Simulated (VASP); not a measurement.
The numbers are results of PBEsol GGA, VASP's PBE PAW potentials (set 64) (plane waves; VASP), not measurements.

The input files of a VASP run:

File KPOINTS:
```
Automatic mesh
0
Gamma
16 16 16
0 0 0
```

**INCAR**
```
ALGO = Normal
EDIFF = 1E-6
EDIFFG = -0.02
ENCUT = 500
GGA = PS
IBRION = 2
ISIF = 3
ISMEAR = 1
LASPH = .TRUE.
LCHARG = .FALSE.
LMAXMIX = 6
LREAL = .FALSE.
LWAVE = .FALSE.
NELM = 100
NSW = 40
PREC = Accurate
PSTRESS = 100
SIGMA = 0.1
SYSTEM = Ta
```

### POSCAR
```
Ta
1
   -1.6171434043     1.6171434043     1.6171434043
    1.6171434043    -1.6171434043     1.6171434043
    1.6171434043     1.6171434043    -1.6171434043
Ta
1
Direct
  0.0000000000   0.0000000000   0.0000000000
```

POTCAR, in this order: Ta_pv (PBE.64 set). Program: vasp_std.

Output of the run:

File OUTCAR:
```
 ion  position               nearest neighbor table
   1  0.000  0.000  0.000-
  LATTYP: Found a body centered cubic cell.
 ALAT       =     3.2342868086
 Subroutine PRICEL returns:
 Original cell was already a primitive cell.
 Subroutine GETGRP returns: Found 48 space group operations
The static configuration has the point symmetry O_h .
The dynamic configuration has the point symmetry O_h .
 Subroutine INISYM returns: Found 48 space group operations
 Subroutine IBZKPT returns following result:
 Found    145 irreducible k-points:

 Following reciprocal coordinates:
            Coordinates               Weight
  0.000000  0.000000  0.000000      1.000000
  0.062500  0.000000  0.000000     12.000000
  0.125000  0.000000  0.000000     12.000000
  0.187500  0.000000  0.000000     12.000000
  0.250000  0.000000  0.000000     12.000000
  0.312500  0.000000  0.000000     12.000000
  0.375000  0.000000  0.000000     12.000000
  0.437500  0.000000  0.000000     12.000000
  0.500000  0.000000  0.000000      6.000000
  0.062500  0.062500  0.000000     24.000000
  0.125000  0.062500  0.000000     48.000000
  0.187500  0.062500  0.000000     48.000000
  0.250000  0.062500  0.000000     48.000000
  0.312500  0.062500  0.000000     48.000000
  0.375000  0.062500  0.000000     48.000000
  0.437500  0.062500  0.000000     48.000000
  0.125000  0.125000  0.000000     24.000000
  0.187500  0.125000  0.000000     48.000000
  0.250000  0.125000  0.000000     48.000000
  0.312500  0.125000 -0.000000     48.000000
  0.375000  0.125000  0.000000     48.000000
  0.437500  0.125000  0.000000     24.000000
  0.187500  0.187500  0.000000     24.000000
  0.250000  0.187500  0.000000     48.000000
  0.312500  0.187500 -0.000000     48.000000
...
```

OSZICAR:
```
       N       E                     dE             d eps       ncg     rms          rms(c)
DAV:   1     0.433347157156E+02    0.43335E+02   -0.64869E+03  2610   0.115E+03
DAV:   2    -0.123564838208E+02   -0.55691E+02   -0.54766E+02  3345   0.242E+02
DAV:   3    -0.129863767144E+02   -0.62989E+00   -0.61475E+00  2914   0.257E+01
DAV:   4    -0.129899189380E+02   -0.35422E-02   -0.35396E-02  2984   0.170E+00
DAV:   5    -0.129899439130E+02   -0.24975E-04   -0.24975E-04  2900   0.116E-01    0.154E+01
DAV:   6    -0.126368828166E+02    0.35306E+00   -0.36614E-01  2700   0.738E+00    0.769E+00
DAV:   7    -0.125249630216E+02    0.11192E+00   -0.30952E-01  2742   0.644E+00    0.413E-01
DAV:   8    -0.125231812214E+02    0.17818E-02   -0.47731E-03  2788   0.920E-01    0.116E-01
DAV:   9    -0.125231450026E+02    0.36219E-04   -0.13508E-04  2787   0.149E-01    0.280E-02
DAV:  10    -0.125231433226E+02    0.16800E-05   -0.33261E-06  3121   0.254E-02    0.427E-03
DAV:  11    -0.125231431906E+02    0.13198E-06   -0.10969E-07  1403   0.445E-03
   1 F= -.11467311E+02 E0= -.11467085E+02  d E =-.114673E+02
```

File OUTCAR:
```
------------------------ aborting loop because EDIFF is reached ----------------------------------------
  FORCE on cell =-STRESS in cart. coord.  units (eV):
  Direction    XX          YY          ZZ          XY          YZ          ZX
  --------------------------------------------------------------------------------------
  Total        1.0426605      1.0426605      1.0426605     -0.0000000     -0.0000000     -0.0000000
  in kB       98.7524527     98.7524527     98.7524527     -0.0000000     -0.0000000     -0.0000000
  external PRESSURE =      -1.2475473 kB  Pullay stress =     100.0000000 kB
  volume of cell :       16.92
      direct lattice vectors                 reciprocal lattice vectors
    -1.617143404  1.617143404  1.617143404     0.000000000  0.309187175  0.309187175
     1.617143404 -1.617143404  1.617143404     0.309187175  0.000000000  0.309187175
     1.617143404  1.617143404 -1.617143404     0.309187175  0.309187175  0.000000000
 POSITION                                       TOTAL-FORCE (eV/Angst)
 -----------------------------------------------------------------------------------
      0.00000      0.00000      0.00000        -0.000000     -0.000000     -0.000000
 -----------------------------------------------------------------------------------
    total drift:                                0.000000      0.000000      0.000000
  FREE ENERGIE OF THE ION-ELECTRON SYSTEM (eV)
  ---------------------------------------------------
  free  energy   TOTEN  =       -12.5231431906 eV

  energy  without entropy=      -12.5224672385  energy(sigma->0) =      -12.52291787
  enthalpy is  TOTEN    =       -11.4673107290 eV   P V=        1.0558324616

 reached required accuracy - stopping structural energy minimisation
```
(Selected blocks of OUTCAR.)

The compound is Ta in the bcc structure. It was relaxed first under an external pressure of 10 GPa.
